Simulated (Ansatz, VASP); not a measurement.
# YAlBMo: VASP beside Ansatz

Wanted: the spread between two codes on one cell, functional and k mesh. The cell is invented: As first built, before any earlier steps moved the atoms (in the runner's words): it takes the YB2Mo structure with some of its atoms replaced by other elements, volume scaled by an estimate. It may not be a known or stable phase. The cell is taken from a series of VASP runs on this material, whose earlier steps may have relaxed, scaled or displaced it; both programs get it as it stands.

Program: Ansatz 0.2.0. Level of theory: plane waves, with VASP 6.6.1 beside it; relaxation of cell and atoms at r2SCAN. Results are calculated unless marked as measured.

## Step 1: The structure

The structure is orthorhombic, space group Amm2 (No. 38). The conventional cell has a = 3.140 Å, b = 3.148 Å, c = 13.677 Å, α = 90.00°, β = 90.00°, γ = 90.00°. Nearest to Mo lie 4 B at 2.26 Å. Nearest to Y lie 1 B at 2.72 Å. Nearest to Al lie 2 B at 2.38 Å. B has 4 Mo at 2.26 Å and 2 Al at 2.38 Å and 1 Y at 2.72 Å nearest. As first built, before any earlier steps moved the atoms (in the runner's words): sites of the YB2Mo structure (space group 38) filled with other elements, volume scaled by an estimate. Farther neighbours are not listed.

## Step 2: VASP: relaxation of cell and atoms, r2SCAN

The relaxed volume is the usual yardstick between codes: its relative difference is about their pressure difference at one cell divided by the bulk modulus.

Lines of VASP's logs that name or quote its potential files are left out, and so is its time.

INCAR

```
SYSTEM = YAlBMo
PREC = Accurate
ENCUT = 520
EDIFF = 1E-06
NELM = 100
ISMEAR = -1
SIGMA = 0.05
LREAL = .FALSE.
ALGO = Normal
METAGGA = R2SCAN
LASPH = .TRUE.
NBANDS = 21
LORBIT = 11
LWAVE = .FALSE.
LCHARG = .FALSE.
KPAR = 2
IBRION = 2
NSW = 60
ISIF = 3
EDIFFG = -0.01
```

POSCAR

```
YAlBMo
1.0
    3.1396492491      0.0000000000      0.0000000000
    0.0000000000      1.5740369070      6.8384899503
    0.0000000000     -1.5740369070      6.8384899503
Mo Y Al B
1 1 1 1
Direct
    0.5000000000      0.8688044232      0.8688044232
    0.0000000000      0.2006907574      0.2006907574
    0.5000000000      0.5306142170      0.5306142170
    0.0000000000      0.3998906025      0.3998906025
```

KPOINTS

```
Automatic mesh
0
Gamma
7 7 7
0 0 0
```

Potentials, in the order of the species: Mo_sv, Y_sv, Al and B (PBE family, release 64).

Started as:

```sh
mpirun -np 2 vasp_std
```

Numbers of over 12 decimals in the logs are rounded to 6 here.

What it wrote:

```text
[banner, memory and clock lines left out]
running    2 mpi-ranks, on    1 nodes
 distrk:  each k-point on    1 cores,    2 groups
 distr:  one band on    1 cores,    1 groups

 POSCAR found type information on POSCAR MoY AlB
 POSCAR found :  4 types and       4 ions
|                                                                             |
|               ----> ADVICE to this user running VASP <----                  |
|                                                                             |
|     You enforced a specific xc type in the INCAR file but a different       |
|     [... a line on the potential file left out ...]
|     I HOPE YOU KNOW WHAT YOU ARE DOING!                                     |
|                                                                             |

 LDA part: xc-table for (None), standard interpolation
 POSCAR, INCAR and KPOINTS ok, starting setup
 FFT: planning ... GRIDC
 FFT: planning ... GRID_SOFT
 FFT: planning ... GRID
 WAVECAR not read
 entering main loop
       N       E                     dE             d eps       ncg     rms          rms(c)
DAV:   1     0.180726350919E+03    0.18073E+03   -0.17150E+04  2712   0.144E+03
DAV:   2    -0.608315929710E+02   -0.24156E+03   -0.23331E+03  3066   0.382E+02
DAV:   3    -0.729290235354E+02   -0.12097E+02   -0.11640E+02  4947   0.645E+01
DAV:   4    -0.732428214109E+02   -0.31380E+00   -0.31194E+00  3289   0.879E+00
DAV:   5    -0.732520539246E+02   -0.92325E-02   -0.92298E-02  3669   0.130E+00    0.393E+01
DAV:   6    -0.611746480974E+02    0.12077E+02   -0.16230E+01  3085   0.275E+01    0.180E+01
DAV:   7    -0.614472346471E+02   -0.27259E+00   -0.44554E+00  3383   0.116E+01    0.183E+01
DAV:   8    -0.609969233744E+02    0.45031E+00   -0.21527E+00  3194   0.700E+00    0.801E+00
DAV:   9    -0.610248836898E+02   -0.27960E-01   -0.19651E-01  3861   0.302E+00    0.106E+00
DAV:  10    -0.610220074571E+02    0.28762E-02   -0.21233E-02  3326   0.883E-01    0.482E-01
DAV:  11    -0.610220880850E+02   -0.80628E-04   -0.36453E-03  3213   0.437E-01    0.882E-02
DAV:  12    -0.610220953679E+02   -0.72829E-05   -0.29160E-04  3248   0.122E-01    0.588E-02
DAV:  13    -0.610221107893E+02   -0.15421E-04   -0.45267E-05  3144   0.566E-02    0.122E-02
DAV:  14    -0.610221126754E+02   -0.18861E-05   -0.29972E-06  2777   0.134E-02    0.465E-03
DAV:  15    -0.610221131932E+02   -0.51780E-06   -0.83761E-07  1784   0.834E-03
   1 F= -.61022113E+02 E0= -.61012979E+02  d E =-.610221E+02
[...]
2 F= -.61031485E+02 E0= -.61022324E+02  d E =-.937208E-02
[...]
3 F= -.61031703E+02 E0= -.61022511E+02  d E =-.958950E-02
[...]
4 F= -.61032466E+02 E0= -.61023024E+02  d E =-.763048E-03
[...]
5 F= -.61033027E+02 E0= -.61023700E+02  d E =-.132460E-02
[...]
6 F= -.61033191E+02 E0= -.61023799E+02  d E =-.163294E-03
[...]
7 F= -.61033220E+02 E0= -.61023774E+02  d E =-.192653E-03
 curvature:  -0.94 expect dE=-0.930E-04 dE for cont linesearch -0.427E-06
 trial: gam= 0.45008 g(F)=  0.347E-04 g(S)=  0.640E-04 ort =-0.111E-04 (trialstep = 0.111E+01)
 search vector abs. value=  0.144E-03
 bond charge predicted
       N       E                     dE             d eps       ncg     rms          rms(c)
DAV:   1    -0.610332888303E+02   -0.69644E-04   -0.12614E-02  2688   0.102E+00    0.600E-02
DAV:   2    -0.610332979746E+02   -0.91442E-05   -0.46624E-04  3233   0.169E-01    0.257E-02
DAV:   3    -0.610332915659E+02    0.64086E-05   -0.42031E-05  3312   0.436E-02    0.184E-02
DAV:   4    -0.610332892216E+02    0.23443E-05   -0.10389E-05  2898   0.197E-02    0.694E-03
DAV:   5    -0.610332884920E+02    0.72963E-06   -0.19386E-06  2035   0.112E-02
   8 F= -.61033288E+02 E0= -.61023805E+02  d E =-.685436E-04
 trial-energy change:   -0.000069  1 .order   -0.000070   -0.000104   -0.000037
 step:   1.7249(harm=  1.7249)  dis= 0.00245  next Energy=   -61.033301 (dE=-0.808E-04)
 reached required accuracy - stopping structural energy minimisation
```

From OUTCAR (step 2):

```text
ion  position               nearest neighbor table
   1  0.500  0.869  0.869-   4 2.26   4 2.26   4 2.26   4 2.26   3 2.72   3 2.72   2 3.20   2 3.20
                             2 3.20   2 3.20
   2  0.000  0.201  0.201-   4 2.72   1 3.20   1 3.20   1 3.20   1 3.20   3 3.22   3 3.22   3 3.22
                             3 3.22
   3  0.500  0.531  0.531-   4 2.38   4 2.38   1 2.72   1 2.72   2 3.22   2 3.22   2 3.22   2 3.22

  LATTYP: Found a base centered orthorhombic cell.
 ALAT       =     3.1480738140
 B/A-ratio  =     4.3445550227
 C/A-ratio  =     0.9973238985

 Subroutine GETGRP returns: Found  4 space group operations
 (whereof  4 operations were pure point group operations)

The static configuration has the point symmetry C_2v.

 Found     64 irreducible k-points:

   k-points           NKPTS =     64   k-points in BZ     NKDIM =     64   number of bands    NBANDS=     21

   dimension x,y,z NGX =    24 NGY =   54 NGZ =   54
   dimension x,y,z NGXF=    48 NGYF=  108 NGZF=  108

   ENCUT  =  520.0 eV  38.22 Ry    6.18 a.u.   5.84 13.05 13.05*2*pi/ulx,y,z

   NELECT =      31.0000    total number of electrons

 k-points in reciprocal lattice and weights: Automatic mesh
   0.00000000  0.00000000  0.00000000       0.003
   0.14285714  0.00000000  0.00000000       0.006
   0.28571429  0.00000000  0.00000000       0.006
   0.42857143  0.00000000  0.00000000       0.006
   0.00000000  0.14285714  0.00000000       0.012
   0.14285714  0.14285714  0.00000000       0.023
   0.28571429  0.14285714  0.00000000       0.023
   0.42857143  0.14285714  0.00000000       0.023
   0.00000000  0.28571429  0.00000000       0.012
[...]
0.28571429 -0.42857143  0.42857143       0.012
   0.42857143 -0.42857143  0.42857143       0.012

 average (electrostatic) potential at core
       1 -79.6433       2 -37.6710       3 -76.1057       4 -26.4327

 E-fermi :   6.8688

 k-point     1 :       0.0000    0.0000    0.0000
  band No.  band energies     occupation
    ...
     12       4.1222      2.00000
     13       5.5194      2.00000
     14       6.4463      1.99957
     15       6.7411      1.85555
     16       6.9013      0.68564
     17       7.5268      0.00000
     18       7.8932      0.00000
     19       9.2829      0.00000
     20       9.3332      0.00000
     21      11.7690      0.00000

 k-point     2 :       0.1429    0.0000    0.0000
  band No.  band energies     occupation
    ...
     11       3.0204      2.00000
     12       3.9173      2.00000
     13       5.5765      2.00000
     14       5.9342      2.00000
     15       6.3609      1.99992
     16       7.1055      0.01742
     17       7.1150      0.01444
     18       7.8438      0.00000
     19       9.0545      0.00000
     20      10.2332      0.00000
    ...

 k-point     3 :       0.2857    0.0000    0.0000
  band No.  band energies     occupation
    ...
     11       2.7180      2.00000
     12       3.4615      2.00000
     13       4.6686      2.00000
     14       5.6051      2.00000
     15       6.3372      1.99995
     16       7.1128      0.01507
     17       7.1517      0.00695
     18       7.6859      0.00000
     19       9.0558      0.00000
     20      10.0983      0.00000
    ...

  Total        0.0274366      0.0113941     -0.0296531      0.0000000      0.0000000      0.0000000
  in kB        0.6498680      0.2698834     -0.7023675      0.0000000      0.0000000      0.0000000
  external PRESSURE =       0.0724613 kB  Pullay stress =       0.0000000 kB

  energy-cutoff  :      520.00
  volume of cell :       67.64
      direct lattice vectors                 reciprocal lattice vectors
     3.126110721  0.000000000  0.000000000     0.319886303  0.000000000  0.000000000
     0.000000000  1.581783803  6.839658471     0.000000000  0.316098824  0.073103065
     0.000000000 -1.581783803  6.839658471     0.000000000 -0.316098824  0.073103065

 POSITION                                       TOTAL-FORCE (eV/Angst)
 -----------------------------------------------------------------------------------
      1.56306      0.00000     11.91803         0.000000      0.000000      0.000347
      0.00000      0.00000      2.73841         0.000000      0.000000      0.001966
      1.56306      0.00000      7.24403         0.000000      0.000000      0.003928
      0.00000      0.00000      5.45817         0.000000      0.000000     -0.006241
 -----------------------------------------------------------------------------------
    total drift:                                0.000000      0.000000      0.000607

  FREE ENERGIE OF THE ION-ELECTRON SYSTEM (eV)
  ---------------------------------------------------
  free  energy   TOTEN  =       -61.0332884920 eV

  energy  without entropy=      -61.0143212023  energy(sigma->0) =      -61.02380485

 reached required accuracy - stopping structural energy minimisation

 total charge
# of ion       s       p       d       f       tot
--------------------------------------------------
    1        2.317   6.205   3.936   0.000  12.458
    2        2.240   6.401   1.061   0.032   9.734
    3        0.418   0.391   0.000   0.000   0.809
    4        0.741   1.090   0.000   0.000   1.831
--------------------------------------------------
tot          5.716  14.088   4.996   0.032  24.832

[... 3 further parts left out ...]
```

CONTCAR:

```
YAlBMo
   1.00000000000000
     3.1261107208996419    0.0000000000000000    0.0000000000000000
     0.0000000000000000    1.5817838029974765    6.8396584706580787
     0.0000000000000000   -1.5817838029974765    6.8396584706580787
  Mo              Y               Al              B
     1     1     1     1
Direct
     0.5000000000000000    0.8712442997607962    0.8712442997607962
     0.0000000000000000    0.2001863614192632    0.2001863614192632
     0.5000000000000000    0.5295607387556130    0.5295607387556130
     0.0000000000000000    0.3990086001643222    0.3990086001643222
```

The run keeps the 4 symmetry operations of its start, so it cannot find a distortion of lower symmetry.

(Continued in part 2 of 2.)

[Lines on the potential files, build, host, timing and source positions are cut from VASP's logs without a mark.]

[Logs are printed without paths, hosts, clocks, repeated set-up lines and the standing remarks that a program may print on its own settings, such as how far it seeks lower states.]

[Hosts, paths, dates, database ids (printed as entryN), source tags and the programs' standing remarks are cut or masked in the printed files.]
